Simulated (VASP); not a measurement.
A convergence study with VASP on Mo (bcc): a few settings are varied, all else stays as given below, so the limit is that of these other settings. The cell's lengths are 1 % over those of the tabulated start, so it is off equilibrium.

```xyz
1
Lattice="-1.5908 1.5908 1.5908 1.5908 -1.5908 1.5908 1.5908 1.5908 -1.5908" Properties=species:S:1:pos:R:3 pbc="T T T"
Mo     0.0000     0.0000     0.0000
```

Level of theory: LDA (Ceperley-Alder, Perdew-Zunger), VASP's LDA PAW potentials (set 64) (plane waves; VASP 6.6.1). The last row used: 550 eV cut-off, 14×14×14 Γ-centred mesh, first-order Methfessel-Paxton smearing of 0.10 eV, potentials Mo_sv.

```json
[
 {"setting": "ALGO = Normal, EDIFF = 1E-2", "E (eV/atom)": "-12.0654", "pressure (GPa)": "-15.52", "electronic steps": "8"},
 {"setting": "ALGO = Normal, EDIFF = 1E-3", "E (eV/atom)": "-12.0654", "pressure (GPa)": "-16.07", "electronic steps": "9"},
 {"setting": "ALGO = Normal, EDIFF = 1E-4", "E (eV/atom)": "-12.0654", "pressure (GPa)": "-16.03", "electronic steps": "9"},
 {"setting": "ALGO = Normal, EDIFF = 1E-5", "E (eV/atom)": "-12.0654", "pressure (GPa)": "-15.44", "electronic steps": "11"},
 {"setting": "ALGO = Normal, EDIFF = 1E-6", "E (eV/atom)": "-12.0654", "pressure (GPa)": "-15.45", "electronic steps": "11"},
 {"setting": "ALGO = Normal, EDIFF = 1E-7", "E (eV/atom)": "-12.0654", "pressure (GPa)": "-15.45", "electronic steps": "11"},
 {"setting": "ALGO = Normal, EDIFF = 1E-8", "E (eV/atom)": "-12.0654", "pressure (GPa)": "-15.45", "electronic steps": "11"},
 {"setting": "ALGO = Normal, EDIFF = 1E-9", "E (eV/atom)": "-12.0654", "pressure (GPa)": "-15.44", "electronic steps": "14"},
 {"setting": "ALGO = Fast, EDIFF = 1E-2", "E (eV/atom)": "-12.0658", "pressure (GPa)": "-19.58", "electronic steps": "8"},
 {"setting": "ALGO = Fast, EDIFF = 1E-3", "E (eV/atom)": "-12.0654", "pressure (GPa)": "-14.99", "electronic steps": "9"},
 {"setting": "ALGO = Fast, EDIFF = 1E-4", "E (eV/atom)": "-12.0654", "pressure (GPa)": "-16.34", "electronic steps": "10"},
 {"setting": "ALGO = Fast, EDIFF = 1E-5", "E (eV/atom)": "-12.0654", "pressure (GPa)": "-15.50", "electronic steps": "12"},
 {"setting": "ALGO = Fast, EDIFF = 1E-6", "E (eV/atom)": "-12.0654", "pressure (GPa)": "-15.38", "electronic steps": "13"},
 {"setting": "ALGO = Fast, EDIFF = 1E-7", "E (eV/atom)": "-12.0654", "pressure (GPa)": "-15.45", "electronic steps": "16"},
 {"setting": "ALGO = Fast, EDIFF = 1E-8", "E (eV/atom)": "-12.0654", "pressure (GPa)": "-15.45", "electronic steps": "17"},
 {"setting": "ALGO = Fast, EDIFF = 1E-9", "E (eV/atom)": "-12.0654", "pressure (GPa)": "-15.45", "electronic steps": "18"},
 {"setting": "ALGO = All, EDIFF = 1E-2", "E (eV/atom)": "-12.0632", "pressure (GPa)": "-16.65", "electronic steps": "10"},
 {"setting": "ALGO = All, EDIFF = 1E-3", "E (eV/atom)": "-12.0654", "pressure (GPa)": "-15.39", "electronic steps": "12"},
 {"setting": "ALGO = All, EDIFF = 1E-4", "E (eV/atom)": "-12.0654", "pressure (GPa)": "-15.36", "electronic steps": "13"},
 {"setting": "ALGO = All, EDIFF = 1E-5", "E (eV/atom)": "-12.0654", "pressure (GPa)": "-15.42", "electronic steps": "14"},
 {"setting": "ALGO = All, EDIFF = 1E-6", "E (eV/atom)": "-12.0654", "pressure (GPa)": "-15.44", "electronic steps": "16"},
 {"setting": "ALGO = All, EDIFF = 1E-7", "E (eV/atom)": "-12.0654", "pressure (GPa)": "-15.44", "electronic steps": "17"},
 {"setting": "ALGO = All, EDIFF = 1E-8", "E (eV/atom)": "-12.0654", "pressure (GPa)": "-15.44", "electronic steps": "19"},
 {"setting": "ALGO = All, EDIFF = 1E-9", "E (eV/atom)": "-12.0654", "pressure (GPa)": "-15.44", "electronic steps": "23"}
]
```

Left out are rungs that failed or repeat a setting and relaxations that didn't move; long series are thinned to 24 rows.

The compound is Mo in the bcc structure. The cell was not relaxed at this level.
